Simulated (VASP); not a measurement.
MnSi (B20) relaxed at rising pressure, in one space group throughout; other phases were not tried. The pressures are those reached. Calculation: LDA (Ceperley-Alder, Perdew-Zunger), VASP's LDA PAW potentials (set 64) (plane waves; VASP).

The moments were started parallel, and other spin orders were not tried in this run.

```csv
P (GPa),V (Å³/atom),k-mesh
-0.05,10.838,7×7×7
5.02,10.628,7×7×7
10.06,10.434,7×7×7
20.16,10.082,7×7×7
30.16,9.803,7×7×7
```

Question: Fit an equation of state and predict the volume at 45.24 GPa.

Answer: Least squares on the third-order Birch-Murnaghan form, P = (3B0/2)(y⁷ − y⁵)[1 + (3/4)(B′ − 4)(y² − 1)] with y = (V0/V)^(1/3), gives V0 = 10.840 Å³/atom, B0 = 239 GPa and B′ = 4.5, and so 9.435 Å³/atom. The run gave 9.444 Å³/atom, +0.1 % from the fit.

Pressures at which the relaxation failed are left out.

The compound is MnSi in the B20 structure.
